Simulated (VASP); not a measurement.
# LiBe under changes of volume

One of the cells (11.662 Å³/atom); the others are scaled copies at fixed shape and fractional positions:

```
CELL_PARAMETERS angstrom
2.31119 0.00000 0.00000
0.00000 3.63670 0.00000
-0.40440 0.00000 5.55004
ATOMIC_POSITIONS crystal
Be 0.24358 0.75000 0.42383
Be 0.75642 0.25000 0.57617
Li 0.26315 0.75000 0.84514
Li 0.73685 0.25000 0.15486
```

The cell comes from a database or a generator and needn't be the stable form of this composition.

- Program: VASP 6.6.1
- Functional: PBE
- Potentials or basis: VASP PAW PBE potentials, release 64 (Be, Li_sv)
- Cutoff: 520 eV
- k mesh: 11 × 7 × 5
- Occupations: fermi-dirac, width 0.05 eV
- Spin: no spin polarisation

```csv
volume (Å³/atom),energy over the lowest point (meV/atom),largest force (eV/Å)
10.747,?,?
10.976,2.25,0.094
11.205,0.00,0.059
11.662,0.19,0.026
11.891,2.38,0.048
12.120,5.80,0.068
```

Task: What does the run at 10.747 Å³/atom give?

Result: Energy over the lowest point 6.27 meV/atom; largest force 0.131 eV/Å.

Worked out: A Birch-Murnaghan fit of order 3 (a polynomial in V^(-2/3)) to the other rows has its minimum at 11.41 Å³/atom with B0 = V·E''(V) = 52 GPa and B' = 3.4 at fixed shape and positions, which overstates the stiffness. It gives 6.27 meV/atom at 10.747 Å³/atom, against the run's 6.27.

Energies are extrapolated to zero smearing.

Caveats: the cutoff is under 1.25 times the usual one of these potentials, so pressure, stress and relaxed cells hold a basis-set (Pulay) error.
